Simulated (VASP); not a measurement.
The system is MgCd2Te3.

```xyz
6
Lattice="6.4841 -2.8198 0.0000 6.4841 2.8198 0.0000 -0.0930 0.0000 4.3139" Properties=species:S:1:pos:R:3 pbc="T T T"
Mg    0.0000    0.0000    0.0000
Cd    8.4689    0.0000    2.1880
Cd    4.4063    0.0000    2.1259
Te   11.1039    0.0000    2.1167
Te    6.4841    0.0000    0.0000
Te    1.7713    0.0000    2.1972
```

The cell was built by a generator and needn't be a form met in nature.

* Program: VASP 6.6.1
* Task: relaxation of cell and atoms
* Functional: PBE
* Potentials or basis: VASP PAW PBE potentials, release 64 (Mg, Cd, Te)
* Cutoff: 520 eV
* k mesh: 3 × 3 × 3
* Occupations: gaussian, width 0.15 eV
* Spin: no spin polarisation

At the start: pressure 11.4 GPa; volume 26.29 Å³/atom.

**Question.** How do energy, volume and symmetry change on relaxing?

**Answer.** Over 12 steps the energy falls by 182.9 meV/atom and the volume is 31.51 Å³/atom (+19.8 %); space group C2/m (No. 12, to 0.05 Å).

Step by step:
| step | energy change (eV) | largest force (eV/Å) | pressure (GPa) | volume (Å³) |
| --- | --- | --- | --- | --- |
| 1 | 0.0000 | 1.1634 | 11.43 | 157.75 |
| 2 | -0.8218 | 0.2262 | -2.80 | 204.45 |
| 3 | -0.9970 | 0.3016 | -0.12 | 187.51 |
| 4 | -0.9964 | 0.3096 | 0.11 | 186.88 |
| 5 | -1.0245 | 0.3003 | 0.20 | 187.47 |
| 6 | -1.0704 | 0.3629 | 0.15 | 189.09 |
| 7 | -1.0717 | 0.3754 | 0.11 | 189.48 |
| 8 | -1.0909 | 0.1162 | -0.29 | 190.91 |
| 9 | -1.0919 | 0.1028 | -0.26 | 191.09 |
| 10 | -1.0931 | 0.0704 | -0.30 | 191.46 |
| 11 | -1.0932 | 0.0479 | -0.38 | 191.60 |
| 12 | -1.0972 | 0.0627 | 0.10 | 189.05 |

Final structure:
```xyz
6
Lattice="6.5764 -3.0691 0.0031 6.5764 3.0691 0.0031 -0.0920 0.0000 4.6833" Properties=species:S:1:pos:R:3 pbc="T T T"
Mg   13.1528    0.0000    0.0062
Cd    8.4209    0.0000    2.3783
Cd    4.6399    0.0000    2.3113
Te   11.2724    0.0000    2.3112
Te    6.5764    0.0000    0.0031
Te    1.7884    0.0000    2.3783
```

Caveat: the k mesh is coarse (spacing up to 0.49 Å⁻¹), so the values aren't converged; the volume moved by over 15 % at a fixed basis, so the end points are rough.
